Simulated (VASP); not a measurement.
GaAs (zinc blende) relaxed at rising pressure, in one space group throughout; other phases were not tried. The pressures are those reached. Level of theory: LDA (Ceperley-Alder, Perdew-Zunger), VASP's LDA PAW potentials (set 64) (plane waves; VASP).

```json
[
 {"P (GPa)": "-0.09", "V (Å³/atom)": "22.099", "k-mesh": "8×8×8"},
 {"P (GPa)": "4.96", "V (Å³/atom)": "20.827", "k-mesh": "8×8×8"},
 {"P (GPa)": "9.95", "V (Å³/atom)": "19.879", "k-mesh": "8×8×8"},
 {"P (GPa)": "19.89", "V (Å³/atom)": "18.480", "k-mesh": "9×9×9"},
 {"P (GPa)": "29.84", "V (Å³/atom)": "17.457", "k-mesh": "9×9×9"}
]
```

A change of mesh leaves a small step in the series.

Problem. Fit an equation of state and predict the volume at 44.98 GPa.

Solution. Least squares on the third-order Birch-Murnaghan form, P = (3B0/2)(y⁷ − y⁵)[1 + (3/4)(B′ − 4)(y² − 1)] with y = (V0/V)^(1/3), gives V0 = 22.071 Å³/atom, B0 = 75 GPa and B′ = 4.4, and so 16.303 Å³/atom. The run gave 16.293 Å³/atom, -0.1 % from the fit.

Pressures at which the relaxation failed are left out.

The compound is GaAs in the zinc blende structure.
